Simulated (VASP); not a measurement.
VASP runs on ZnS (space group F-43m) share one base input (PBE GGA, plane waves, VASP's PBE PAW potentials (set 64)) and change the settings named in each case.

POSCAR:
```
ZnS
1
    0.0000000000     2.6500470000     2.6500470000
    2.6500470000     0.0000000000     2.6500470000
    2.6500470000     2.6500470000     0.0000000000
Zn S
1 1
Direct
  0.0000000000   0.0000000000   0.0000000000
  0.2500000000   0.2500000000   0.2500000000
```

**INCAR**
```
# general
SYSTEM  = ZnS
PREC    = Accurate
ENCUT   = 300   # plane-wave cut-off (eV)
LREAL   = .FALSE.
LASPH   = .TRUE.   # aspherical one-centre terms

# electronic loop
EDIFF   = 1E-6   # SCF stop (eV)
NELM    = 100
ALGO    = Normal
LMAXMIX = 4

# smearing
ISMEAR  = 0
SIGMA   = 0.01   # width (eV)

# functional
GGA     = PE

# ions
ISIF    = 2   # forces and stress, cell fixed

# output
LWAVE   = .FALSE.
LCHARG  = .FALSE.
```

**KPOINTS**
```
Automatic mesh
0
Gamma
11 11 11
0 0 0
```

POTCAR, in this order: Zn S (PBE.64 set). Program: vasp_std.

```tsv
change	E(σ→0) (eV/atom)	pressure (GPa)
base run	-3.3928	6.52
GGA removed, POTCAR Zn S (LDA.64 set)	-4.1022	-0.17
KPOINTS 3×3×3 Γ-centred mesh	-3.2737	8.07
LDAU = .TRUE., LDAUJ = 0 0, LDAUL = 2 -1, LDAUTYPE = 2, LDAUU = 2.0 0	-3.3123	5.78
```
 Energies of different potentials or functionals have different zeros.  At 300 eV the pressure can carry a Pulay error.

Left out are runs that ran out of time, are held back, or changed the cell or the kind of run, fixed moments of cells without a moment, rows past the twelfth, gaps on odd meshes, pressures of charged cells and columns that move by less than the noise.

The structure comes from a computed database's ZnS entry; how it stands against other phases isn't given here. The cell was not relaxed at this level, its lattice was scaled by up to 2.5 %.
